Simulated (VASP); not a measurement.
A run of VASP 6.6.1:

Contents of POSCAR:

```
Si3P4
1.0
   -2.5601700000      2.5601700000      5.1203400000
    2.5601700000     -2.5601700000      5.1203400000
    2.5601700000      2.5601700000     -5.1203400000
Si P
3 4
Direct
    0.7500000000      0.2500000000      0.5000000000
    0.2500000000      0.7500000000      0.5000000000
    0.5000000000      0.5000000000      0.0000000000
    0.3452520000      0.8830800000      0.0000000000
    0.8830800000      0.3452520000      0.0000000000
    0.1169200000      0.1169200000      0.4621720000
    0.6547480000      0.6547480000      0.5378280000
```

INCAR.step1

```
SYSTEM = Si3P4
  PREC = Accurate
  ENCUT = 520
  EDIFF = 1E-6
  ISMEAR = 0
  SIGMA = 0.1
  LREAL = .FALSE.
  LASPH = .TRUE.
  NELM = 80
  ALGO = Normal
  ISIF = 2
  LWAVE = .FALSE.
  LCHARG = .TRUE.
  GGA = PE
  NBANDS = 25
```

The input KPOINTS.step1:

```
Automatic mesh
0
G
  8 8 8
  0 0 0
```

Contents of INCAR.step2:

```
SYSTEM = Si3P4
  PREC = Accurate
  ENCUT = 520
  EDIFF = 1E-6
  ISMEAR = 0
  SIGMA = 0.05
  LREAL = .FALSE.
  LASPH = .TRUE.
  NELM = 80
  ALGO = Normal
  ISIF = 2
  LWAVE = .FALSE.
  LCHARG = .FALSE.
  GGA = PE
  NBANDS = 25
  ICHARG = 11
```

KPOINTS.step2

```
path GXYSGZS1NPY1Z,XP
20
line-mode
reciprocal
 0.0000000000  0.0000000000  0.0000000000  G
 0.0000000000  0.0000000000  0.5000000000  X

 0.0000000000  0.0000000000  0.5000000000  X
-0.1250000000  0.1250000000  0.5000000000  Y

-0.1250000000  0.1250000000  0.5000000000  Y
-0.3125000000  0.3125000000  0.3125000000  S

-0.3125000000  0.3125000000  0.3125000000  S
 0.0000000000  0.0000000000  0.0000000000  G

 0.0000000000  0.0000000000  0.0000000000  G
 0.5000000000  0.5000000000 -0.5000000000  Z

 0.5000000000  0.5000000000 -0.5000000000  Z
 0.3125000000  0.6875000000 -0.3125000000  S1

 0.3125000000  0.6875000000 -0.3125000000  S1
 0.0000000000  0.5000000000  0.0000000000  N

 0.0000000000  0.5000000000  0.0000000000  N
 0.2500000000  0.2500000000  0.2500000000  P

 0.2500000000  0.2500000000  0.2500000000  P
 0.5000000000  0.5000000000 -0.1250000000  Y1

 0.5000000000  0.5000000000 -0.1250000000  Y1
 0.5000000000  0.5000000000 -0.5000000000  Z

 0.0000000000  0.0000000000  0.5000000000  X
 0.2500000000  0.2500000000  0.2500000000  P
```

Potentials or basis: VASP PAW PBE potentials, release 64 (Si, P).

Launch:

```console
$ cat potpaw_PBE.64/Si/POTCAR potpaw_PBE.64/P/POTCAR > POTCAR
$ cp INCAR.step1 INCAR
$ cp KPOINTS.step1 KPOINTS
$ mpirun -np 1 vasp_std > vasp.out
$ cp INCAR.step2 INCAR
$ cp KPOINTS.step2 KPOINTS
$ mpirun -np 1 vasp_std > vasp.out
```

Hardware: 1 thread of Intel(R) Xeon(R) 6975P-C (Granite Rapids), on a shared host.

Problem. How long does it take, and how much memory?

Solution. Wall time 6.7 min on 1 thread of Intel(R) Xeon(R) 6975P-C (Granite Rapids), with other jobs on the host, peak memory 0.68 GiB. Counts: scf iterations 8, k points 220.
